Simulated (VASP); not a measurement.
Output of a VASP run:

OSZICAR:
```
       N       E                     dE             d eps       ncg     rms          rms(c)
DAV:   1     0.987544309160E+02    0.98754E+02   -0.10958E+04  2671   0.262E+03
DAV:   2    -0.577020157815E+01   -0.10452E+03   -0.10208E+03  2597   0.356E+02
DAV:   3    -0.105820180036E+02   -0.48118E+01   -0.47873E+01  2989   0.813E+01
DAV:   4    -0.106535068334E+02   -0.71489E-01   -0.71478E-01  3383   0.913E+00
DAV:   5    -0.106553457634E+02   -0.18389E-02   -0.18389E-02  3164   0.126E+00    0.926E+00
DAV:   6    -0.117697665665E+02   -0.11144E+01   -0.22314E+01  2865   0.624E+01    0.117E+01
DAV:   7    -0.973443454961E+01    0.20353E+01   -0.93902E+00  2625   0.461E+01    0.170E+00
DAV:   8    -0.972029247669E+01    0.14142E-01   -0.23994E-01  2975   0.549E+00    0.628E-01
DAV:   9    -0.971464418553E+01    0.56483E-02   -0.18435E-02  3459   0.212E+00    0.129E-01
DAV:  10    -0.971438282421E+01    0.26136E-03   -0.61048E-04  3443   0.372E-01    0.596E-02
DAV:  11    -0.971437839146E+01    0.44328E-05   -0.48995E-05  3578   0.122E-01    0.111E-02
DAV:  12    -0.971437760988E+01    0.78158E-06   -0.22420E-06  3040   0.246E-02    0.220E-03
DAV:  13    -0.971437742093E+01    0.18895E-06   -0.29993E-07  2622   0.818E-03    0.132E-03
DAV:  14    -0.971437735941E+01    0.61516E-07   -0.79787E-08  1652   0.515E-03
   1 F= -.97143774E+01 E0= -.97146569E+01  d E =0.838578E-03
```

**OUTCAR**
```
------------------------ aborting loop because EDIFF is reached ----------------------------------------
  FORCE on cell =-STRESS in cart. coord.  units (eV):
  Direction    XX          YY          ZZ          XY          YZ          ZX
  --------------------------------------------------------------------------------------
  Total        0.0023936      0.0023936      0.0023936      0.0000000     -0.0000000      0.0000000
  in kB        0.1570767      0.1570767      0.1570767      0.0000000     -0.0000000      0.0000000
  external PRESSURE =       0.1570767 kB  Pullay stress =       0.0000000 kB
  volume of cell :       24.42
      direct lattice vectors                 reciprocal lattice vectors
     2.901031006  0.000000000  0.000000000     0.344705037  0.000000000  0.000000000
     0.000000000  2.901031006  0.000000000     0.000000000  0.344705037  0.000000000
     0.000000000  0.000000000  2.901031006     0.000000000  0.000000000  0.344705037
 POSITION                                       TOTAL-FORCE (eV/Angst)
 -----------------------------------------------------------------------------------
      1.45052      1.45052      1.45052         0.000000      0.000000      0.000000
      0.00000      0.00000      0.00000         0.000000      0.000000      0.000000
 -----------------------------------------------------------------------------------
    total drift:                                0.000000      0.000000     -0.000000
  FREE ENERGIE OF THE ION-ELECTRON SYSTEM (eV)
  ---------------------------------------------------
  free  energy   TOTEN  =        -9.7143773594 eV

  energy  without entropy=       -9.7152159378  energy(sigma->0) =       -9.71465689
```
(Selected blocks of OUTCAR.)

File POSCAR:
```
CoGa
1
    2.9010310063     0.0000000000     0.0000000000
    0.0000000000     2.9010310063     0.0000000000
    0.0000000000     0.0000000000     2.9010310063
Ga Co
1 1
Direct
  0.5000000000   0.5000000000   0.5000000000
  0.0000000000   0.0000000000   0.0000000000
```

**Question.** Write an INCAR and KPOINTS that could have produced this output.

**Answer.** This is not unique; one that fits is the input of the run itself, revPBE GGA, plane waves, VASP's PBE PAW potentials (set 64).

INCAR:
```
! general
SYSTEM =CoGa
PREC   =Accurate
ENCUT  =520
LREAL  =.FALSE.
LASPH  =.TRUE.

! electronic loop
EDIFF  =1E-7
NELM   =100
ALGO   =Normal
LMAXMIX=4

! smearing
ISMEAR =1
SIGMA  =0.1

! functional
GGA    =RE

! ions
ISIF   =2

! output
LWAVE  =.FALSE.
LCHARG =.FALSE.
```

**KPOINTS**
```
Automatic mesh
0
Gamma
13 13 13
0 0 0
```

POTCAR, in this order: Ga_d Co (PBE.64 set). Program: vasp_std.

The compound is CoGa in the CsCl type structure. It was relaxed first. The run is not spin-polarised, so no magnetic state was tried.
